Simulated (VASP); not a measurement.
## A VASP study of Beryllium (PBEsol): structure first, properties next

Aim: relax Beryllium with PBEsol, compute its properties on that cell and hold them against experiment. The steps: full relaxation (PBEsol), second relaxation, single point with fields (PBEsol), band structure (PBEsol), total and projected DOS (PBEsol), volume scan with PBEsol, fit for PBEsol and vibrations at Γ (PBEsol). The start is a cell from a database of measured crystal structures.

Main program and level: VASP 6.6.1; PBEsol; plane waves and PAW (Be).

The experiments to compare with:

For Be, hexagonal close-packed (crystalline beryllium, reference value from earlier work), “D retention and material defects probed using Raman microscopy in JET limiter samples and beryllium-based synthesized samples” (2021, arxiv:2109.15077) quotes earlier work: Raman mode (E2g) 455 cm⁻¹ [literature value quoted in the methods section; measurement temperature and sample not …].

## Step 1: The starting structure

Before any relaxation, the start is as follows. It takes space group P6_3/mmc (No. 194, hexagonal). The conventional cell has a = 2.285 Å, b = 2.285 Å, c = 3.584 Å, α = 90.00°, β = 90.00°, γ = 120.00°. Nearest to Be lie 12 Be at 2.23 to 2.29 Å.

## Step 2: Full relaxation (PBEsol)

Properties are meant for the cell that this level of theory prefers, so cell and atoms are relaxed first (ISIF = 3) until forces and stress are small; EDIFFG sets the threshold. PBEsol restores the gradient expansion of exchange and is tuned for the cells of solids.

Input file INCAR:

```
SYSTEM = Be
PREC = Accurate
ENCUT = 400
EDIFF = 1E-06
NELM = 100
ISMEAR = 1
SIGMA = 0.2
LREAL = .FALSE.
ALGO = Normal
GGA = PS
NBANDS = 8
LORBIT = 11
LWAVE = .FALSE.
LCHARG = .FALSE.
KPAR = 2
IBRION = 2
NSW = 60
ISIF = 3
EDIFFG = -0.01
```

Input file POSCAR:

```
Be
1.0
    2.2853000000      0.0000000000      0.0000000000
   -1.1426500000      1.9791278553      0.0000000000
    0.0000000000      0.0000000000      3.5842000000
Be
2
Direct
    0.3333333333      0.6666666667      0.2500000000
    0.6666666667      0.3333333333      0.7500000000
```

Input file KPOINTS:

```
Automatic mesh
0
Gamma
13 13 8
0 0 0
```

The projector-augmented-wave data sets are Be (PBE family, release 64).

Started as:

```sh
$ mpirun -np 2 vasp_std
```

Log:

```text
[banner, memory and clock lines left out]
running    2 mpi-ranks, on    1 nodes
 distrk:  each k-point on    1 cores,    2 groups
 distr:  one band on    1 cores,    1 groups

 POSCAR found type information on POSCAR Be
 POSCAR found :  1 types and       2 ions
|                                                                             |
|               ----> ADVICE to this user running VASP <----                  |
|                                                                             |
|     You enforced a specific xc type in the INCAR file but a different       |
|     [... a line on the potential file left out ...]
|     I HOPE YOU KNOW WHAT YOU ARE DOING!                                     |
|                                                                             |

 LDA part: xc-table for (Slater+PW92), standard interpolation
 POSCAR, INCAR and KPOINTS ok, starting setup
 FFT: planning ... GRIDC
 FFT: planning ... GRID_SOFT
 FFT: planning ... GRID
 WAVECAR not read
 entering main loop
       N       E                     dE             d eps       ncg     rms          rms(c)
DAV:   1    -0.534130497469E+01   -0.53413E+01   -0.14909E+03  1704   0.327E+02
DAV:   2    -0.800926366064E+01   -0.26680E+01   -0.26542E+01  2800   0.388E+01
DAV:   3    -0.801752286374E+01   -0.82592E-02   -0.82582E-02  1720   0.189E+00
DAV:   4    -0.801752831932E+01   -0.54556E-05   -0.54556E-05  2608   0.523E-02
DAV:   5    -0.801752832019E+01   -0.86965E-09   -0.78206E-09  1728   0.241E-04    0.121E+00
DAV:   6    -0.799567760473E+01    0.21851E-01   -0.23214E-03  1760   0.491E-01    0.737E-01
DAV:   7    -0.798631078713E+01    0.93668E-02   -0.34635E-03  1952   0.514E-01    0.130E-02
DAV:   8    -0.798630906004E+01    0.17271E-05   -0.11900E-05  1888   0.264E-02    0.538E-03
DAV:   9    -0.798630971131E+01   -0.65128E-06   -0.42387E-07  1896   0.481E-03
   1 F= -.79863097E+01 E0= -.79865038E+01  d E =-.798631E+01
 curvature:   0.00 expect dE= 0.000E+00 dE for cont linesearch  0.000E+00
 trial: gam= 0.00000 g(F)=  0.137E-50 g(S)=  0.947E-02 ort = 0.000E+00 (trialstep = 0.100E+01)
 search vector abs. value=  0.947E-02
 bond charge predicted
       N       E                     dE             d eps       ncg     rms          rms(c)
DAV:   1    -0.799171893648E+01   -0.54099E-02   -0.17822E-02  2000   0.126E+00    0.540E-02
DAV:   2    -0.799168644329E+01    0.32493E-04   -0.16925E-05  2024   0.392E-02    0.335E-02
DAV:   3    -0.799167396976E+01    0.12474E-04   -0.95970E-06  1760   0.427E-02    0.105E-03
DAV:   4    -0.799167378973E+01    0.18002E-06   -0.19725E-08  1392   0.140E-03
   2 F= -.79916738E+01 E0= -.79918144E+01  d E =-.536408E-02
[...]
3 F= -.79917506E+01 E0= -.79918837E+01  d E =-.544089E-02
[...]
4 F= -.79917499E+01 E0= -.79918816E+01  d E =-.544017E-02
 curvature:  -0.55 expect dE=-0.222E-04 dE for cont linesearch -0.168E-05
 ZBRENT: bracketing found
 ZBRENT: accuracy reached
 trial: gam= 0.02221 g(F)=  0.267E-51 g(S)=  0.403E-04 ort =-0.170E-03 (trialstep = 0.103E+01)
 search vector abs. value=  0.374E-04
 bond charge predicted
       N       E                     dE             d eps       ncg     rms          rms(c)
DAV:   1    -0.799177216484E+01   -0.22388E-04   -0.21709E-04  1920   0.747E-02    0.500E-03
DAV:   2    -0.799177195201E+01    0.21283E-06   -0.11327E-06  2056   0.773E-03
   5 F= -.79917720E+01 E0= -.79919363E+01  d E =-.220706E-04
 trial-energy change:   -0.000022  1 .order   -0.000022   -0.000038   -0.000006
 step:   1.2354(harm=  1.2354)  dis= 0.00000  next Energy=    -7.991772 (dE=-0.226E-04)
 reached required accuracy - stopping structural energy minimisation
```

Wall time 13 s (2 MPI ranks of AMD EPYC 7R13 (Zen 3), shared host); peak memory 0.19 GiB.

Lines that name or quote the potential files are left out of all logs, and their timing lines are given in words.

Parts of OUTCAR (step 2):

```text
ion  position               nearest neighbor table
   1  0.333  0.667  0.250-   2 2.23   2 2.23   2 2.23   2 2.23   2 2.23   2 2.23
   2  0.667  0.333  0.750-   1 2.23   1 2.23   1 2.23   1 2.23   1 2.23   1 2.23

  LATTYP: Found a hexagonal cell.
 ALAT       =     2.2853000000
 C/A-ratio  =     1.5683717674

 Subroutine GETGRP returns: Found 24 space group operations
 (whereof 12 operations were pure point group operations)

The static configuration has the point symmetry D_3d.
 The point group associated with its full space group is D_6h.

 Found    105 irreducible k-points:

   k-points           NKPTS =    105   k-points in BZ     NKDIM =    105   number of bands    NBANDS=      8

   dimension x,y,z NGX =    16 NGY =   16 NGZ =   24
   dimension x,y,z NGXF=    32 NGYF=   32 NGZF=   48

   ENCUT  =  400.0 eV  29.40 Ry    5.42 a.u.   3.73  3.73  5.84*2*pi/ulx,y,z

   NELECT =       4.0000    total number of electrons

 k-points in reciprocal lattice and weights: Automatic mesh
   0.00000000  0.00000000  0.00000000       0.001
   0.07692308  0.00000000  0.00000000       0.004
   0.15384615  0.00000000  0.00000000       0.004
   0.23076923  0.00000000  0.00000000       0.004
   0.30769231  0.00000000  0.00000000       0.004
   0.38461538  0.00000000  0.00000000       0.004
   0.46153846  0.00000000  0.00000000       0.004
   0.07692308  0.07692308  0.00000000       0.004
   0.15384615  0.07692308  0.00000000       0.009
[...]
0.38461538  0.23076923  0.50000000       0.004
   0.30769231  0.30769231  0.50000000       0.004

 average (electrostatic) potential at core
       1 -32.7648       2 -32.7648

 E-fermi :   6.8777

 k-point     1 :       0.0000    0.0000    0.0000
  band No.  band energies     occupation
      1      -4.3130      2.00000
      2       2.6366      2.00000
      3       8.3029     -0.00000
      4      23.0078      0.00000
      5      23.0078      0.00000
      6      25.8948      0.00000
      7      25.8948      0.00000
    ...

 k-point     2 :       0.0769    0.0000    0.0000
  band No.  band energies     occupation
      1      -4.1436      2.00000
      2       2.8594      2.00000
      3       8.3485     -0.00000
      4      21.6628      0.00000
      5      22.0416      0.00000
      6      25.9120      0.00000
      7      26.3669      0.00000
    ...

 k-point     3 :       0.1538    0.0000    0.0000
  band No.  band energies     occupation
      1      -3.6349      2.00000
      2       3.5272      2.00000
      3       8.4588     -0.00000
      4      18.7885      0.00000
      5      20.4048      0.00000
      6      25.7195      0.00000
      7      26.4616      0.00000
    ...

  Total        0.0024599      0.0024599      0.0130164      0.0000000     -0.0000000      0.0000000
  in kB        0.2506209      0.2506209      1.3261504      0.0000000     -0.0000000      0.0000000
  external PRESSURE =       0.6091307 kB  Pullay stress =       0.0000000 kB

  energy-cutoff  :      400.00
  volume of cell :       15.73
      direct lattice vectors                 reciprocal lattice vectors
     2.263536910  0.000000000  0.000000000     0.441786478  0.255065542 -0.000000000
    -1.131768455  1.960280466  0.000000000     0.000000000  0.510131084 -0.000000000
    -0.000000000  0.000000000  3.544080907     0.000000000 -0.000000000  0.282160601

 POSITION                                       TOTAL-FORCE (eV/Angst)
 -----------------------------------------------------------------------------------
     -0.00000      1.30685      0.88602        -0.000000      0.000000      0.000000
      1.13177      0.65343      2.65806         0.000000     -0.000000      0.000000
 -----------------------------------------------------------------------------------
    total drift:                                0.000000     -0.000000      0.000000

  FREE ENERGIE OF THE ION-ELECTRON SYSTEM (eV)
  ---------------------------------------------------
  free  energy   TOTEN  =        -7.9917719520 eV

  energy  without entropy=       -7.9922649378  energy(sigma->0) =       -7.99193628

 reached required accuracy - stopping structural energy minimisation

 total charge
# of ion       s       p       d       tot
------------------------------------------
    1        0.407   0.779   0.000   1.186
    2        0.407   0.779   0.000   1.186
--------------------------------------------------
tot          0.814   1.557   0.000   2.372

[... 3 further parts left out ...]
```

CONTCAR:

```
Be
   1.00000000000000
     2.2635369097445004    0.0000000000000000    0.0000000000000000
    -1.1317684548722502    1.9602804662729869    0.0000000000000000
    -0.0000000000000000    0.0000000000000000    3.5440809066173795
  Be
     2
Direct
     0.3333333332999970    0.6666666667000030    0.2500000000000000
     0.6666666667000030    0.3333333332999970    0.7500000000000000
```

The PAW data sets were made with PBE, which is usual practice but a small mismatch for other functionals. The run keeps the 24 symmetry operations of its start, so it cannot find a distortion of lower symmetry.

The steps of the relaxation:

| step | energy less that of the first step (eV) | largest force (eV/Å) | pressure (GPa) | volume (Å³) |
| --- | --- | --- | --- | --- |
| 1 | 0.0000 | 0.0000 | -3.54 | 16.21 |
| 2 | -0.0054 | 0.0000 | -0.46 | 15.79 |
| 3 | -0.0054 | 0.0000 | -0.04 | 15.74 |
| 4 | -0.0054 | 0.0000 | 0.03 | 15.73 |
| 5 | -0.0055 | 0.0000 | 0.06 | 15.73 |

| conventional cell, symmetrised | before | after | change |
| --- | --- | --- | --- |
| a (Å) | 2.285 | 2.264 | -1.0 % |
| b (Å) | 2.285 | 2.264 | -1.0 % |
| c (Å) | 3.584 | 3.544 | -1.1 % |
| volume (Å³/atom) | 8.11 | 7.86 | -3.0 % |

The relaxed structure:

```cif
data_structure
_symmetry_space_group_name_H-M 'P 1'
_symmetry_Int_Tables_number 1
_cell_length_a 2.2635
_cell_length_b 2.2635
_cell_length_c 3.5441
_cell_angle_alpha 90.000
_cell_angle_beta 90.000
_cell_angle_gamma 120.000
_cell_volume 15.73
loop_
_atom_site_label
_atom_site_type_symbol
_atom_site_fract_x
_atom_site_fract_y
_atom_site_fract_z
_atom_site_occupancy
Be1 Be 0.33333 0.66667 0.25000 1
Be2 Be 0.66667 0.33333 0.75000 1
```

This step gave:

```
electrons                       : 4
bands                           : 8
irreducible k-points            : 105
symmetry operations             : 24
free energy (TOTEN)             : -7.992 eV
energy at zero smearing         : -7.992 eV
Fermi energy                    : 6.878 eV
pressure                        : 0.06091 GPa
metallic                        : yes
SCF cycles over all ionic steps : 19
```

It ends with forces that vanish by symmetry and a pressure of 0.06 GPa. The volume lies -3.0 % from that of the database's start, which holds the thermal and zero-point expansion of its experiment.

## Step 3: Second relaxation

The basis stayed that of the start cell while the cell moved. A rerun from the cell reached resets it; the error of the finite cutoff stays.

INCAR is that of step 2.

Input file POSCAR:

```
Be
1.0
    2.2635369097      0.0000000000      0.0000000000
   -1.1317684549      1.9602804663      0.0000000000
    0.0000000000      0.0000000000      3.5440809066
Be
2
Direct
    0.3333333333      0.6666666667      0.2500000000
    0.6666666667      0.3333333333      0.7500000000
```

KPOINTS is that of step 2.

Started as:

```sh
$ mpirun -np 2 vasp_std
```

Log:

```text
[banner, memory and clock lines left out]
running    2 mpi-ranks, on    1 nodes
 distrk:  each k-point on    1 cores,    2 groups
 distr:  one band on    1 cores,    1 groups

 POSCAR found type information on POSCAR Be
 POSCAR found :  1 types and       2 ions
 [... a notice as in an earlier step ...]

 LDA part: xc-table for (Slater+PW92), standard interpolation
 POSCAR, INCAR and KPOINTS ok, starting setup
 FFT: planning ... GRIDC
 FFT: planning ... GRID_SOFT
 FFT: planning ... GRID
 WAVECAR not read
 entering main loop
       N       E                     dE             d eps       ncg     rms          rms(c)
DAV:   1    -0.533418909639E+01   -0.53342E+01   -0.16450E+03  1720   0.337E+02
DAV:   2    -0.801802411496E+01   -0.26838E+01   -0.26787E+01  2720   0.402E+01
DAV:   3    -0.802496900988E+01   -0.69449E-02   -0.69409E-02  1776   0.180E+00
DAV:   4    -0.802497189880E+01   -0.28889E-05   -0.28891E-05  2496   0.434E-02
DAV:   5    -0.802497189923E+01   -0.42854E-09   -0.29030E-09  1800   0.212E-04    0.125E+00
DAV:   6    -0.800138287801E+01    0.23589E-01   -0.27080E-03  1768   0.548E-01    0.760E-01
DAV:   7    -0.799148352829E+01    0.98993E-02   -0.38867E-03  1920   0.568E-01    0.147E-02
DAV:   8    -0.799148137003E+01    0.21583E-05   -0.12460E-05  1872   0.273E-02    0.608E-03
DAV:   9    -0.799148201022E+01   -0.64018E-06   -0.46364E-07  1960   0.490E-03
   1 F= -.79914820E+01 E0= -.79916464E+01  d E =-.799148E+01
 curvature:   0.00 expect dE= 0.000E+00 dE for cont linesearch  0.000E+00
 trial: gam= 0.00000 g(F)=  0.339E-51 g(S)=  0.434E-05 ort = 0.000E+00 (trialstep = 0.100E+01)
 search vector abs. value=  0.434E-05
 reached required accuracy - stopping structural energy minimisation
```

Wall time 6.6 s (2 MPI ranks); peak memory 0.17 GiB.

OUTCAR, selected parts (step 3):

```text
  LATTYP: Found a hexagonal cell.
 ALAT       =     2.2635369097
 C/A-ratio  =     1.5657270228

 Found    105 irreducible k-points:

   ENCUT  =  400.0 eV  29.40 Ry    5.42 a.u.   3.69  3.69  5.78*2*pi/ulx,y,z

   NELECT =       4.0000    total number of electrons

 E-fermi :   6.8778

 k-point     1 :       0.0000    0.0000    0.0000
  band No.  band energies     occupation
      1      -4.3129      2.00000
      2       2.6364      2.00000
      3       8.3030     -0.00000
      4      23.0078      0.00000
      5      23.0078      0.00000
      6      25.8949      0.00000
      7      25.8949      0.00000
    ...

 k-point     2 :       0.0769   -0.0000    0.0000
  band No.  band energies     occupation
      1      -4.1435      2.00000
      2       2.8594      2.00000
      3       8.3487     -0.00000
      4      21.6628      0.00000
      5      22.0417      0.00000
      6      25.9121      0.00000
      7      26.3670      0.00000
    ...

  Total        0.0029492      0.0029492      0.0127431     -0.0000000     -0.0000000      0.0000000
  in kB        0.3004697      0.3004697      1.2983072     -0.0000000     -0.0000000      0.0000000
  external PRESSURE =       0.6330822 kB  Pullay stress =       0.0000000 kB

  energy-cutoff  :      400.00
  volume of cell :       15.73
      direct lattice vectors                 reciprocal lattice vectors
     2.263536910  0.000000000  0.000000000     0.441786478  0.255065542  0.000000000
    -1.131768455  1.960280466  0.000000000     0.000000000  0.510131084  0.000000000
     0.000000000  0.000000000  3.544080907     0.000000000  0.000000000  0.282160601

 POSITION                                       TOTAL-FORCE (eV/Angst)
 -----------------------------------------------------------------------------------
     -0.00000      1.30685      0.88602         0.000000      0.000000      0.000000
      1.13177      0.65343      2.65806        -0.000000     -0.000000      0.000000
 -----------------------------------------------------------------------------------
    total drift:                                0.000000     -0.000000      0.000000

  FREE ENERGIE OF THE ION-ELECTRON SYSTEM (eV)
  ---------------------------------------------------
  free  energy   TOTEN  =        -7.9914820102 eV

  energy  without entropy=       -7.9919751779  energy(sigma->0) =       -7.99164640

 total charge
# of ion       s       p       d       tot
------------------------------------------
    1        0.407   0.778   0.000   1.185
    2        0.407   0.778   0.000   1.185
--------------------------------------------------
tot          0.814   1.557   0.000   2.371

[... 5 parts as in an earlier step ...]

[... 7 further parts left out ...]
```

CONTCAR:

```
Be
   1.00000000000000
     2.2635369097000000    0.0000000000000000    0.0000000000000000
    -1.1317684549000000    1.9602804663000000    0.0000000000000000
     0.0000000000000000    0.0000000000000000    3.5440809066000001
  Be
     2
Direct
     0.3333333332999970    0.6666666667000030    0.2500000000000000
     0.6666666667000030    0.3333333332999970    0.7500000000000000
```

Little changed from the start: no atom moved by 0.005 Å and no cell edge by 0.1 %.

This step gave:

| Property | Result |
| --- | --- |
| free energy (TOTEN) | -7.991 eV |
| pressure | 0.06331 GPa |
| SCF cycles over all ionic steps | 9 |

It ends with forces that vanish by symmetry and a pressure of 0.06 GPa. The volume moved by under 0.01 %: the run met its threshold at the first step.

[end of part 1 of 4]

[Lines on the potential files, build, host, timing and source positions are cut from VASP's logs without a mark.]

[Logs are printed without paths, hosts, clocks, repeated set-up lines and the standing remarks that a program may print on its own settings, such as how far it seeks lower states.]

[Hosts, paths, dates, database ids (printed as entryN), source tags and the programs' standing remarks are cut or masked in the printed files.]

[Measured values are set beside computed ones only where the two were judged alike; some that the calculation misses by far are left out.]

[In band tables of VASP the shares of atoms and orbitals are scaled to a sum of 1 inside the atoms' spheres.]
